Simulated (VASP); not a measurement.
The input files of a VASP run:

INCAR:
```
ALGO=Normal
EDIFF=1E-7
ENCUT=520
GGA=PE
ISIF=2
ISMEAR=-5
LASPH=.TRUE.
LCHARG=.TRUE.
LORBIT=11
LREAL=.FALSE.
LWAVE=.FALSE.
NEDOS=601
NELM=100
PREC=Accurate
SYSTEM=Be2C
```

### KPOINTS
```
K-points
0
gamma
  10 10 10
0 0 0
```

File POSCAR:
```
Be2C
4.3290510
  0.0000000000   0.4999999880   0.4999999880
  0.4999999880   0.0000000000   0.4999999880
  0.4999999880   0.4999999880   0.0000000000
Be C
2 1
Cart
  0.2499999940   0.2499999940   0.2499999940
  0.7499999820   0.7499999820   0.7499999820
  0.0000000000   0.0000000000   0.0000000000
```

POTCAR, in this order: Be C (PBE.64 set). Program: vasp_std.

Problem. Translate this PBE calculation to Quantum ESPRESSO's pw.x.

Solution. One equivalent input (not run):
```
&CONTROL
  calculation = 'scf'
  pseudo_dir = './pseudo'
  outdir = './out'
  tprnfor = .true.
  tstress = .true.
/
&SYSTEM
  ibrav = 0
  nat = 3
  ntyp = 2
  ecutwfc = 88
  occupations = 'tetrahedra'
  input_dft = 'pbe'
/
&ELECTRONS
  conv_thr = 7.3e-09
  electron_maxstep = 100
/
ATOMIC_SPECIES
  Be 9.012 Be.upf
  C 12.011 C.upf
CELL_PARAMETERS angstrom
     0.0000000    2.1645254    2.1645254
     2.1645254    0.0000000    2.1645254
     2.1645254    2.1645254    0.0000000
ATOMIC_POSITIONS crystal
  Be   0.2500000  0.2500000  0.2500000
  Be   0.7500000  0.7500000  0.7500000
  C    0.0000000  0.0000000  0.0000000
K_POINTS automatic
  10 10 10 0 0 0
```
Limits of the translation: the potentials are each code's own (VASP's PAW set, PseudoDojo norm-conserving files in pw.x), so ENCUT and ecutwfc are chosen apart and not converted; conv_thr bounds pw.x's estimated SCF error, while EDIFF bounds the energy change between steps.

The compound is Be2C in the antifluorite structure. It was relaxed first.
